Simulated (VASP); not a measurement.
Consider the following.

```xyz
8
Lattice="0.0000 2.8330 2.8330 2.8330 0.0000 2.8330 11.3206 11.3206 0.0112" Properties=species:S:1:pos:R:3 pbc="T T T"
Ga     2.8342     2.8342     5.6646
Ga     5.6638     5.6638     5.6680
Ga     5.6588     5.6588     0.0071
As     1.4160     1.4160     1.4170
As     4.2453     4.2453     1.4206
As     7.0747     7.0747     1.4241
As     9.9051     9.9051     1.4267
Al    11.3258    11.3258     5.6719
```

Calculation: PBEsol GGA, VASP's PBE PAW potentials (set 64) (plane waves; VASP 6.6.1). Numerical set-up: 400 eV cut-off, Gaussian smearing of 0.050 eV, potentials Ga_d As Al.

### Question
Give the energies of bands 23 to 36 at the high-symmetry points, in eV from the valence-band maximum.

### Answer

```tsv
band	Γ	T	H2	L	S0	F
23	-1.10	-1.68	-5.43	-5.64	-5.43	-5.55
24	-1.10	-1.04	-3.88	-3.04	-3.90	-3.19
25	-0.72	-1.04	-3.86	-3.00	-3.77	-3.09
26	-0.72	-0.93	-3.64	-2.43	-3.75	-2.58
27	-0.58	-0.93	-3.59	-2.39	-3.55	-2.56
28	-0.58	-0.32	-2.26	-2.16	-2.34	-1.98
29	-0.01	-0.32	-2.25	-2.03	-2.13	-1.93
30	0.00	-0.14	-1.98	-1.41	-2.10	-1.08
31	0.00	-0.14	-1.96	-1.35	-1.88	-1.07
32	0.65	1.12	2.27	1.55	2.17	1.11
33	1.12	1.26	2.42	1.71	2.63	1.32
34	1.45	1.58	3.26	2.09	2.90	1.75
35	2.05	2.23	3.32	2.20	3.64	2.17
36	3.81	4.10	4.62	2.68	4.26	2.27
```

The gap is direct, 0.65 eV, from the valence maximum at Γ to the conduction minimum at Γ.

The structure was generated: AlGa3As4 was put into an ordered model structure (R3m), which need not be its known phase. It was relaxed first.
